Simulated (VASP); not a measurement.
Consider the following.

```
C
1.0
    0.00000     1.74356     1.74356
    1.74356     0.00000     1.74356
    1.74356     1.74356     0.00000
C
2
Direct
  0.00000   0.00000   0.00000
  0.25000   0.25000   0.25000
```

The numbers are results of LDA (Ceperley-Alder, Perdew-Zunger), VASP's LDA PAW potentials (set 64) (plane waves; VASP), not measurements. Run with 620 eV cut-off, 13×13×13 Γ-centred mesh, Gaussian smearing of 0.050 eV, potentials C.

The ions, cell shape and volume at an external pressure of 30.0 GPa are relaxed. Which structure does the run end with?

```
C
1.0
    0.00000     1.73315     1.73315
    1.73315     0.00000     1.73315
    1.73315     1.73315     0.00000
C
2
Direct
  0.00000   0.00000   0.00000
  0.25000   0.25000   0.25000
```
Space group Fd-3m (227), at a tolerance of 0.03 Å.

How do energy and volume change from the first to the last step?

The energy (σ→0) changes by +14.6 meV/atom and the volume by -1.8 %, in 3 ionic steps.

The compound is C in the diamond structure. This run relaxes it under an external pressure of 30 GPa. Symmetry was kept, so distortions that lower it aren't found.
